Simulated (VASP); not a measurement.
Output of a VASP run:

**OUTCAR**
```
 ion  position               nearest neighbor table
   1  0.000  0.000  0.000-   2 2.48   3 2.48   2 2.48   3 2.48   3 2.48   3 2.48   2 2.48   2 2.48
                             3 2.48   3 2.48   2 2.48   2 2.48
   2  0.333  0.667  0.500-   3 1.79   3 1.79   3 1.79   1 2.48   1 2.48   1 2.48   1 2.48   1 2.48
                             1 2.48
   3  0.667  0.333  0.500-   2 1.79   2 1.79   2 1.79   1 2.48   1 2.48   1 2.48   1 2.48   1 2.48
                             1 2.48
  LATTYP: Found a hexagonal cell.
 ALAT       =     3.1072069787
 C/A-ratio  =     1.1034313852
 Subroutine PRICEL returns:
 Original cell was already a primitive cell.
 Subroutine GETGRP returns: Found 24 space group operations
The static configuration has the point symmetry D_6h.
The dynamic configuration has the point symmetry D_6h.
 Subroutine INISYM returns: Found 24 space group operations
 Subroutine IBZKPT returns following result:
 Found     80 irreducible k-points:

 Following reciprocal coordinates:
            Coordinates               Weight
  0.000000  0.000000  0.000000      1.000000
  0.090909 -0.000000  0.000000      6.000000
  0.181818  0.000000  0.000000      6.000000
  0.272727  0.000000  0.000000      6.000000
  0.363636 -0.000000  0.000000      6.000000
  0.454545 -0.000000  0.000000      6.000000
  0.090909  0.090909  0.000000      6.000000
  0.181818  0.090909  0.000000     12.000000
  0.272727  0.090909  0.000000     12.000000
  0.363636  0.090909  0.000000     12.000000
  0.454545  0.090909  0.000000      6.000000
  0.181818  0.181818  0.000000      6.000000
  0.272727  0.181818  0.000000     12.000000
  0.363636  0.181818  0.000000     12.000000
  0.272727  0.272727  0.000000      6.000000
  0.363636  0.272727  0.000000      6.000000
  0.000000  0.000000  0.111111      2.000000
  0.090909 -0.000000  0.111111     12.000000
  0.181818  0.000000  0.111111     12.000000
  0.272727  0.000000  0.111111     12.000000
  0.363636 -0.000000  0.111111     12.000000
  0.454545 -0.000000  0.111111     12.000000
  0.090909  0.090909  0.111111     12.000000
  0.181818  0.090909  0.111111     24.000000
  0.272727  0.090909  0.111111     24.000000
  0.363636  0.090909  0.111111     24.000000
  0.454545  0.090909  0.111111     12.000000
  0.181818  0.181818  0.111111     12.000000
  0.272727  0.181818  0.111111     24.000000
  0.363636  0.181818  0.111111     24.000000
  0.272727  0.272727  0.111111     12.000000
  0.363636  0.272727  0.111111     12.000000
  0.000000  0.000000  0.222222      2.000000
  0.090909 -0.000000  0.222222     12.000000
  0.181818  0.000000  0.222222     12.000000
  0.272727  0.000000  0.222222     12.000000
  0.363636 -0.000000  0.222222     12.000000
  0.454545 -0.000000  0.222222     12.000000
  0.090909  0.090909  0.222222     12.000000
  0.181818  0.090909  0.222222     24.000000
   k-points           NKPTS =     80   k-points in BZ     NKDIM =     80   number of bands    NBANDS=     12
   number of dos      NEDOS =    301   number of ions     NIONS =      3
   total plane-waves  NPLWV =  21952
   dimension x,y,z NGX =    28 NGY =   28 NGZ =   28
   dimension x,y,z NGXF=    56 NGYF=   56 NGZF=   56
   ions per type =               1   2
   PREC   = accura    normal or accurate (medium, high low for compatibility)
   ISTART =      0    job   : 0-new  1-cont  2-samecut
   ICHARG =      2    charge: 1-file 2-atom 10-const
   ISPIN  =      1    spin polarized calculation?
   LNONCOLLINEAR =      F non collinear calculations
   LSORBIT =      F    spin-orbit coupling
   INIWAV =      1    electr: 0-lowe 1-rand  2-diag
   ENCUT  =  620.0 eV  45.57 Ry    6.75 a.u.   6.31  6.31  6.96*2*pi/ulx,y,z
   NELM   =    100;   NELMIN=  2; NELMDL= -5     # of ELM steps
   EDIFF  = 0.1E-05   stopping-criterion for ELM
   LREAL  =      F    real-space projection
   NLSPLINE    = F    spline interpolate recip. space projectors
   LMAXMIX     =    6 max onsite mixed and CHGCAR
...
```

**OSZICAR**
```
       N       E                     dE             d eps       ncg     rms          rms(c)
DAV:   1     0.329871035089E+02    0.32987E+02   -0.94024E+03  1928   0.146E+03
DAV:   2    -0.282107058209E+02   -0.61198E+02   -0.56893E+02  2412   0.263E+02
DAV:   3    -0.300904716651E+02   -0.18798E+01   -0.18417E+01  2520   0.341E+01
DAV:   4    -0.301060432476E+02   -0.15572E-01   -0.15565E-01  2316   0.325E+00
DAV:   5    -0.301062043535E+02   -0.16111E-03   -0.16107E-03  2552   0.269E-01    0.569E+01
DAV:   6    -0.279897763750E+02    0.21164E+01   -0.47108E+00  2292   0.146E+01    0.409E+01
DAV:   7    -0.279465414995E+02    0.43235E-01   -0.16926E+00  2416   0.915E+00    0.108E+01
DAV:   8    -0.278685161701E+02    0.78025E-01   -0.51745E-01  2272   0.515E+00    0.184E+00
DAV:   9    -0.278643113813E+02    0.42048E-02   -0.33170E-02  2244   0.146E+00    0.285E-01
DAV:  10    -0.278642353185E+02    0.76063E-04   -0.84499E-04  2336   0.264E-01    0.346E-01
DAV:  11    -0.278642363826E+02   -0.10640E-05   -0.98937E-05  2312   0.780E-02    0.176E-01
DAV:  12    -0.278642323523E+02    0.40303E-05   -0.12146E-05  2344   0.292E-02    0.278E-02
DAV:  13    -0.278642325012E+02   -0.14895E-06   -0.40266E-07  1324   0.652E-03
   1 F= -.26969597E+02 E0= -.26969573E+02  d E =-.269696E+02
```

File OUTCAR:
```
------------------------ aborting loop because EDIFF is reached ----------------------------------------
  FORCE on cell =-STRESS in cart. coord.  units (eV):
  Direction    XX          YY          ZZ          XY          YZ          ZX
  --------------------------------------------------------------------------------------
  Total        0.9150757      0.9150758      0.8382490      0.0000000      0.0000000     -0.0000000
  in kB       51.1423999     51.1424086     46.8486578      0.0000000      0.0000000     -0.0000000
  external PRESSURE =      -0.2888446 kB  Pullay stress =      50.0000000 kB
  volume of cell :       28.67
      direct lattice vectors                 reciprocal lattice vectors
     1.553603391 -2.690920235  0.000000000     0.321832459 -0.185810041  0.000000000
     1.553603391  2.690920235  0.000000000     0.321832459  0.185810041  0.000000000
     0.000000000  0.000000000  3.428589701     0.000000000  0.000000000  0.291665112
 POSITION                                       TOTAL-FORCE (eV/Angst)
 -----------------------------------------------------------------------------------
      0.00000      0.00000      0.00000         0.000000      0.000000      0.000000
      1.55360      0.89698      1.71429        -0.000000      0.000000      0.000000
      1.55360     -0.89698      1.71429         0.000000      0.000000      0.000000
 -----------------------------------------------------------------------------------
    total drift:                                0.000000      0.000000      0.000000
  FREE ENERGIE OF THE ION-ELECTRON SYSTEM (eV)
  ---------------------------------------------------
  free  energy   TOTEN  =       -27.8642325012 eV

  energy  without entropy=      -27.8641579127  energy(sigma->0) =      -27.86420764
  enthalpy is  TOTEN    =       -26.9695974311 eV   P V=        0.8946350701

 reached required accuracy - stopping structural energy minimisation
```
(Selected blocks of OUTCAR.)

File POSCAR:
```
HfB2
1
    1.5536033907    -2.6909202353     0.0000000000
    1.5536033907     2.6909202353     0.0000000000
    0.0000000000     0.0000000000     3.4285897006
Hf B
1 2
Direct
  0.0000000000   0.0000000000   1.0000000000
  0.3333330000   0.6666670000   0.5000000000
  0.6666670000   0.3333330000   0.5000000000
```

**Question.** Write an INCAR and KPOINTS that could have produced this output.

**Answer.** This is not unique; one that fits is the input of the run itself, PBEsol GGA, plane waves, VASP's PBE PAW potentials (set 64).

**KPOINTS**
```
Automatic mesh
0
Gamma
11 11 9
0 0 0
```

INCAR:
```
SYSTEM  =  HfB2
PREC  =  Accurate; ENCUT  =  620; LREAL  =  .FALSE.
LASPH  =  .TRUE.
EDIFF  =  1E-6; NELM  =  100; ALGO  =  Normal
LMAXMIX  =  6
ISMEAR  =  1; SIGMA  =  0.1
GGA  =  PS
IBRION  =  2; NSW  =  40; ISIF  =  3
EDIFFG  =  -0.02; PSTRESS  =  50
LWAVE  =  .FALSE.; LCHARG  =  .FALSE.
```

POTCAR, in this order: Hf_pv B (PBE.64 set). Program: vasp_std.

The compound is HfB2 in the AlB2 type structure. It was relaxed first under an external pressure of 5 GPa.
